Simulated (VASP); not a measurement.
Level of theory: PBE GGA, VASP's PBE PAW potentials (set 64) (plane waves; VASP).

A VASP calculation is set up with these files.

File POSCAR:
```
CoSi2
1
    0.0000000000     2.7336000000     2.7336000000
    2.7336000000     0.0000000000     2.7336000000
    2.7336000000     2.7336000000     0.0000000000
Co Si
1 2
Direct
  0.0000000000   0.0000000000   0.0000000000
  0.2500000000   0.2500000000   0.2500000000
  0.7500000000   0.7500000000   0.7500000000
```

KPOINTS:
```
Automatic mesh
0
Gamma
9 9 9
0 0 0
```

### INCAR
```
! general
SYSTEM   =  CoSi2
PREC     =  Accurate
ENCUT    =  400
LREAL    =  .FALSE.   ! projection in real space or not
LASPH    =  .TRUE.

! electronic loop
EDIFF    =  1E-6   ! SCF stop (eV)
NELM     =  100   ! most electronic steps
ALGO     =  Normal
IMIX     =  4
AMIX     =  0.05
BMIX     =  0.0001
LMAXMIX  =  4   ! l cut-off of mixed one-centre charges

! smearing
ISMEAR   =  1
SIGMA    =  0.1   ! width (eV)

! functional
GGA      =  PE   ! PBE

! ions
ISIF     =  2   ! forces and stress, cell fixed

! output
LWAVE    =  .FALSE.
LCHARG   =  .FALSE.
```

POTCAR, in this order: Co Si (PBE.64 set). Program: vasp_std.

Q: What will the output report for the number of irreducible k-points (NKPTS), number of bands (NBANDS), largest plane-wave count, number of space-group operations, FFT grid (NGX, NGY, NGZ)?

A: 
| Quantity | Result |
|---|---|
| number of irreducible k-points (NKPTS) | 35 |
| number of bands (NBANDS) | 12 |
| largest plane-wave count | 751 |
| number of space-group operations | 48 |
| FFT grid (NGX, NGY, NGZ) | 28 × 28 × 28 |

The compound is CoSi2 in the fluorite structure. The cell was not relaxed at this level. The run is one of a series of settings (AMIX = 0.05, BMIX = 0.0001, IMIX = 4 against the base run), some of them coarse on purpose. The run is not spin-polarised, so no magnetic state was tried. The electron count is odd and the run is not spin-polarised, which forces a metal.
